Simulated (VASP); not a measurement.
Here is the system:

```
KTaO3
1.0
    4.01632     0.00000     0.00000
    0.00000     4.01632     0.00000
    0.00000     0.00000     4.01632
K Ta O
1 1 3
Direct
  0.00000   0.00000   0.00000
  0.50000   0.50000   0.50000
  0.50000   0.00000   0.50000
  0.00000   0.50000   0.50000
  0.50000   0.50000   0.00000
```

These are optB88-vdW, VASP's PBE PAW potentials (set 64) (plane waves; VASP) values and carry that method's errors. Run with 520 eV cut-off, Gaussian smearing of 0.050 eV, potentials K_sv Ta_pv O.

Unless said otherwise, spin-orbit coupling is left out, though it shifts the bands of the heavy elements here.

**Question.** Give the energies of bands 11 to 22 at the high-symmetry points, in eV from the valence-band maximum.

**Answer.** 
```tsv
band	Γ	X	M	R
11	-2.41	-5.32	-5.40	-5.43
12	-2.41	-2.47	-5.26	-5.25
13	-2.41	-2.47	-4.42	-5.25
14	-1.02	-2.29	-2.73	-3.81
15	-1.02	-2.29	-2.73	-3.81
16	-1.02	-2.07	-1.68	-3.81
17	-0.62	-1.46	-1.39	0.00
18	-0.62	-0.84	-1.39	0.00
19	-0.62	-0.84	-0.04	0.00
20	2.15	2.29	4.90	6.25
21	2.15	4.86	4.90	6.25
22	2.15	4.86	6.13	6.25
```

The gap is indirect, 2.15 eV, from the valence maximum at R to the conduction minimum at Γ.

Measured: gap 3.64 eV (computed value off by -1.49 eV), as given by Burak Himmetoglu et al., Journal of Physics Condensed Matter (2016), arXiv:1601.06205.

The compound is KTaO3 in the cubic perovskite structure. It was relaxed first.
